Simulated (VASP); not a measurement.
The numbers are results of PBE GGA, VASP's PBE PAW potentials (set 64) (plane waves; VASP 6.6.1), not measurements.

Input for VASP

POSCAR:
```
TiAl3
8.561340
 -0.2232249858   0.2232249858   0.5000000000
  0.2232249858  -0.2232249858   0.5000000000
  0.2232249858   0.2232249858  -0.5000000000
Ti Al
1 3
direct
  0.0000000000   0.0000000000   0.0000000000
  0.5000000000   0.5000000000   0.0000000000
  0.7500000000   0.2500000000   0.5000000000
  0.2500000000   0.7500000000   0.5000000000
```

### INCAR
```
! general
SYSTEM   =  TiAl3
PREC     =  Accurate
ENCUT    =  300   ! plane-wave cut-off (eV)
LREAL    =  .FALSE.   ! projection in real space or not
LASPH    =  .TRUE.

! electronic loop
EDIFF    =  1E-6
NELM     =  100   ! most electronic steps
ALGO     =  Normal   ! blocked Davidson
LMAXMIX  =  4

! smearing
ISMEAR   =  -1   ! Fermi-Dirac
SIGMA    =  0.1

! functional
GGA      =  PE

! ions
ISIF     =  2

! output
LWAVE    =  .FALSE.
LCHARG   =  .FALSE.
```

**KPOINTS**
```
Regular mesh
0
G
5 5 5
```

POTCAR, in this order: Ti_sv Al (PBE.64 set). Program: vasp_std.

Output of the run:

**OSZICAR**
```
       N       E                     dE             d eps       ncg     rms          rms(c)
DAV:   1     0.839754715518E+02    0.83975E+02   -0.70634E+03   504   0.950E+02
DAV:   2    -0.155686262391E+02   -0.99544E+02   -0.98532E+02   540   0.273E+02
DAV:   3    -0.225601083001E+02   -0.69915E+01   -0.68926E+01   818   0.647E+01
DAV:   4    -0.226789200789E+02   -0.11881E+00   -0.11873E+00   588   0.944E+00
DAV:   5    -0.226836836643E+02   -0.47636E-02   -0.47631E-02   828   0.166E+00    0.110E+01
DAV:   6    -0.214520033444E+02    0.12317E+01   -0.30089E+01   738   0.436E+01    0.675E+00
DAV:   7    -0.207457794138E+02    0.70622E+00   -0.10047E+01   676   0.241E+01    0.298E+00
DAV:   8    -0.207107985487E+02    0.34981E-01   -0.14403E+00   682   0.102E+01    0.166E+00
DAV:   9    -0.206645205039E+02    0.46278E-01   -0.44656E-01   680   0.536E+00    0.209E-01
DAV:  10    -0.206654325708E+02   -0.91207E-03   -0.71100E-03   620   0.702E-01    0.248E-01
DAV:  11    -0.206641535334E+02    0.12790E-02   -0.84750E-03   700   0.693E-01    0.341E-02
DAV:  12    -0.206641660270E+02   -0.12494E-04   -0.12930E-04   624   0.868E-02    0.189E-02
DAV:  13    -0.206641648220E+02    0.12050E-05   -0.53147E-06   610   0.235E-02    0.637E-03
DAV:  14    -0.206641644373E+02    0.38473E-06   -0.22563E-06   492   0.108E-02
   1 F= -.20664164E+02 E0= -.20633070E+02  d E =-.621892E-01
```

OUTCAR:
```
------------------------ aborting loop because EDIFF is reached ----------------------------------------
  FORCE on cell =-STRESS in cart. coord.  units (eV):
  Direction    XX          YY          ZZ          XY          YZ          ZX
  --------------------------------------------------------------------------------------
  Total        0.8677244      0.8677244      0.6029305      0.0000000      0.0000000      0.0000000
  in kB       22.2306194     22.2306194     15.4467456      0.0000000      0.0000000      0.0000000
  external PRESSURE =      19.9693281 kB  Pullay stress =       0.0000000 kB
  volume of cell :       62.54
      direct lattice vectors                 reciprocal lattice vectors
    -1.911105000  1.911105000  4.280670000     0.000000000  0.261628744  0.116804145
     1.911105000 -1.911105000  4.280670000     0.261628744  0.000000000  0.116804145
     1.911105000  1.911105000 -4.280670000     0.261628744  0.261628744  0.000000000
 POSITION                                       TOTAL-FORCE (eV/Angst)
 -----------------------------------------------------------------------------------
      0.00000      0.00000      0.00000        -0.000000      0.000000     -0.000000
      0.00000      0.00000      4.28067        -0.000000      0.000000     -0.000000
      0.00000      1.91111      2.14033        -0.000000     -0.000000      0.000000
      1.91111      0.00000      2.14033         0.000000      0.000000     -0.000000
 -----------------------------------------------------------------------------------
    total drift:                               -0.000000      0.000000      0.000000
  FREE ENERGIE OF THE ION-ELECTRON SYSTEM (eV)
  ---------------------------------------------------
  free  energy   TOTEN  =       -20.6641644373 eV

  energy  without entropy=      -20.6019751904  energy(sigma->0) =      -20.63306981
```
(Selected blocks of OUTCAR.)

At this cut-off the stress carries a Pulay error, which pulls relaxed volumes low.

The structure comes from a computed database's TiAl3 entry (I4/mmm); how it stands against other phases isn't given here. The cell was not relaxed at this level. The k-mesh is coarse (spacing up to 0.46 per Å, 2π included), so the numbers may not be converged in it. The run is one of a series of settings (KPOINTS 5×5×5 Γ-centred mesh against the base run), some of them coarse on purpose. The electron count is odd and the run is not spin-polarised, which forces a metal.
